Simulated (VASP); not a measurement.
Input:

```yaml
crystal:
  lattice:
    - [2.46025, 0.00000, 0.00000]
    - [-1.23012, 2.13064, 0.00000]
    - [0.00000, 0.00000, 7.04628]
  atoms:
    - { symbol: C, position: [0.00000, 0.00000, 0.25000] }
    - { symbol: C, position: [0.00000, 0.00000, 0.75000] }
    - { symbol: C, position: [0.33333, 0.66667, 0.25000] }
    - { symbol: C, position: [0.66667, 0.33333, 0.75000] }
```

Method: PBEsol GGA, VASP's PBE PAW potentials (set 64) (plane waves; VASP). Settings: 520 eV cut-off, Gaussian smearing of 0.050 eV, potentials C.

Without a dispersion term in the relaxation, distances and binding between the weakly bound layers, chains or molecules are unreliable, and so is what depends on them.

Problem. Give the energies of bands 3 to 10 at the high-symmetry points, in eV from the Fermi level.

Solution. 
| band | Γ | M | K | A | L | H |
|---|---|---|---|---|---|---|
| 3 | -8.42 | -13.28 | -12.53 | -7.71 | -13.26 | -12.53 |
| 4 | -6.86 | -13.22 | -12.47 | -7.71 | -13.26 | -12.53 |
| 5 | -2.98 | -6.41 | -10.63 | -2.98 | -6.40 | -10.63 |
| 6 | -2.98 | -6.38 | -10.63 | -2.98 | -6.40 | -10.63 |
| 7 | -2.97 | -2.68 | -0.49 | -2.98 | -2.37 | 0.00 |
| 8 | -2.97 | -2.14 | -0.01 | -2.98 | -2.37 | 0.00 |
| 9 | 3.68 | 1.47 | -0.01 | 5.98 | 1.63 | 0.01 |
| 10 | 8.34 | 2.05 | 0.54 | 5.98 | 1.63 | 0.01 |

It has no gap at this level: it comes out as a metal or semimetal.

The structure comes from a measured C entry (P6_3/mmc) of the Crystallography Open Database, whose conditions weren't checked. It was relaxed first.
